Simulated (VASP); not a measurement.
Runs of VASP 6.6.1 on C. It takes space group P6_3/mmc (No. 194, hexagonal). Conventional cell: a = 2.456 Å, b = 2.456 Å, c = 7.090 Å, α = 90.00°, β = 90.00°, γ = 120.00°. C (site symmetry -6m2) has 3 C at 1.42 Å as nearest neighbours. C (site symmetry -6m2) is surrounded by 3 C at 1.42 Å. 

```csv
task,level,cell,cutoff (eV),gap on the mesh (eV),pressure (GPa),relaxed volume (Å³/atom)
single point,r2SCAN,"P6_3/mmc, 9.26 Å³/atom",520,1.56,0.6,-
relaxation of cell and atoms,PBE,relaxed,600,(c),0.0,10.46
single point,PBE,"P6_3/mmc, 10.81 Å³/atom",520,(b),0.4,-
relaxation of shape and atoms at fixed volume,r2SCAN,relaxed at fixed volume,600,(a),-0.4,9.26
```

Alike in all rows: potentials or basis VASP PAW PBE potentials, release 64 (C); no spin polarisation; k mesh 10 × 10 × 4; smearing gaussian 0.05 eV.

Q: Fill in the values left out.

A: (a) 1.55; (b) 1.80; (c) 1.74.

Caveats: the PAW data sets were made with another functional, which shifts forces and pressure a little (some runs); the volume moved by over 15 % at a fixed basis, so the end points are rough (some runs); this functional lacks dispersion, which binds the layers, so the pressure and a relaxed spacing across them are unreliable, and here the layers came unbound (some runs); this functional lacks dispersion, which binds the layers, so the pressure and a relaxed spacing across them are unreliable (some runs).

A k mesh can miss the band edges.
